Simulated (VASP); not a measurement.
Input:

```xyz
2
Lattice="2.8051 0.0000 0.0000 0.0000 2.8051 0.0000 0.0000 0.0000 3.5121" Properties=species:S:1:pos:R:3 pbc="T T T"
Cu     0.0000     0.0000     0.0000
Au     1.4025     1.4025     1.7560
```

Calculation: LDA (Ceperley-Alder, Perdew-Zunger), VASP's LDA PAW potentials (set 64) (plane waves; VASP). Run with 520 eV cut-off, 14×14×12 Γ-centred mesh, tetrahedra with Blöchl corrections, potentials Cu Au.

Unless said otherwise, spin-orbit coupling is left out, though it shifts the bands of the heavy elements here.

Tabulate the total density of states (states/eV per cell) against energy (eV; zero at the valence-band maximum or, without a gap, the Fermi level).

| E (eV) | DOS (states/eV) |
|---|---|
| -9.94 | 0.09 |
| -9.38 | 0.16 |
| -8.82 | 0.23 |
| -8.26 | 0.35 |
| -7.70 | 0.49 |
| -7.14 | 1.63 |
| -6.59 | 2.29 |
| -6.03 | 4.16 |
| -5.47 | 2.21 |
| -4.91 | 3.24 |
| -4.35 | 4.55 |
| -3.79 | 2.04 |
| -3.23 | 2.14 |
| -2.68 | 5.04 |
| -2.12 | 6.66 |
| -1.56 | 1.61 |
| -1.00 | 0.62 |
| -0.44 | 0.49 |
| 0.12 | 0.59 |
| 0.67 | 0.56 |
| 1.23 | 0.52 |
| 1.79 | 0.47 |
| 2.35 | 0.43 |
| 2.91 | 0.40 |
| 3.47 | 0.46 |
Within 2 eV below the Fermi level the largest weight inside VASP's projection spheres is Cu d, then Au d.

The compound is CuAu in the L1_0 structure. It was relaxed first.
